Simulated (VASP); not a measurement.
Input:

```yaml
crystal:
  lattice:
    - [4.38918, 0.00000, 0.00000]
    - [0.00000, 4.38918, 0.00000]
    - [0.00000, 0.00000, 2.86741]
  atoms:
    - { symbol: Mn, position: [0.00000, 0.00000, 0.00000], spin: 2.7 }
    - { symbol: Mn, position: [0.50000, 0.50000, 0.50000], spin: -2.7 }
    - { symbol: O, position: [0.30483, 0.30483, 0.00000] }
    - { symbol: O, position: [0.80483, 0.19517, 0.50000] }
    - { symbol: O, position: [0.19517, 0.80483, 0.50000] }
    - { symbol: O, position: [0.69517, 0.69517, 0.00000] }
```

Computed with r2SCAN meta-GGA, VASP's PBE PAW potentials (set 64) (plane waves; VASP 6.6.1). Numerical set-up: 520 eV cut-off, 6×6×9 Γ-centred mesh, tetrahedra with Blöchl corrections, potentials Mn_pv O.

### Question
What does the run give for the cell moment, energy per atom (σ→0), band gap (over mesh and band path) with the smallest direct gap where there is one?

### Answer

```
Quantity                                                 Value
---------------------------------------------  ---------------
band gap (over mesh and band path)                     0.33 eV
smallest direct gap (over mesh and band path)          0.33 eV
cell moment                                            0.00 μB
energy per atom (σ→0)                          -10.918 eV/atom
```

### Question
Give the moment on each site (PAW-sphere projection).

### Answer

| site | moment (μB) |
|---|---|
| Mn1 | 2.71 |
| Mn2 | -2.71 |
| O3 | -0.04 |
| O4 | 0.04 |
| O5 | 0.04 |
| O6 | -0.04 |

The compound is MnO2 in the rutile structure. It was relaxed first.
